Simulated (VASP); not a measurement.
Consider the following.

```yaml
crystal:
  lattice:
    - [2.80071, 1.61699, 2.29000]
    - [-2.80071, 1.61699, 2.29000]
    - [0.00000, -3.23398, 2.29000]
  atoms:
    - { symbol: Ba, position: [0.99872, 0.99872, 0.99872] }
    - { symbol: Ti, position: [0.50806, 0.50806, 0.50806] }
    - { symbol: O, position: [0.48970, 0.98492, 0.48970] }
    - { symbol: O, position: [0.48970, 0.48970, 0.98492] }
    - { symbol: O, position: [0.98492, 0.48970, 0.48970] }
```

All values below come from LDA (Ceperley-Alder, Perdew-Zunger) with spin-orbit coupling, VASP's LDA PAW potentials (set 64) (plane waves; VASP). Run with 520 eV cut-off, 5×5×5 Γ-centred mesh, Gaussian smearing of 0.050 eV, potentials Ba_sv Ti_sv O.

The path is coarsely sampled, so an indirect gap can come out somewhat too large.

Q: Give the energies of bands 33 to 46 at the high-symmetry points, in eV from the valence-band maximum.

A: 
```
band      Γ      T     H2      L     S0      F
----  -----  -----  -----  -----  -----  -----
33    -1.15  -2.17  -2.17  -1.86  -1.66  -1.66
34    -1.15  -2.17  -2.17  -1.86  -1.66  -1.66
35    -0.41  -0.03  -0.03  -1.73  -0.93  -0.93
36    -0.41  -0.03  -0.03  -1.73  -0.93  -0.93
37    -0.26  -0.01  -0.01  -0.88  -0.76  -0.76
38    -0.26  -0.01  -0.01  -0.88  -0.76  -0.76
39    -0.21   0.00   0.00  -0.78  -0.10  -0.10
40    -0.21   0.00   0.00  -0.78  -0.10  -0.10
41     2.06   4.41   4.41   2.26   3.80   3.80
42     2.06   4.41   4.41   2.26   3.80   3.80
43     2.08   4.49   4.49   3.75   3.82   3.82
44     2.08   4.49   4.49   3.75   3.82   3.82
45     2.18   4.49   4.49   3.82   4.18   4.18
46     2.18   4.49   4.49   3.82   4.18   4.18
```

The gap is indirect, 2.06 eV, from the valence maximum at T-H2 at 0.50 to the conduction minimum at Γ.

The structure comes from a computed database's BaTiO3 entry (R3m); how it stands against other phases isn't given here. It was relaxed first, which changed the volume by -5 %.
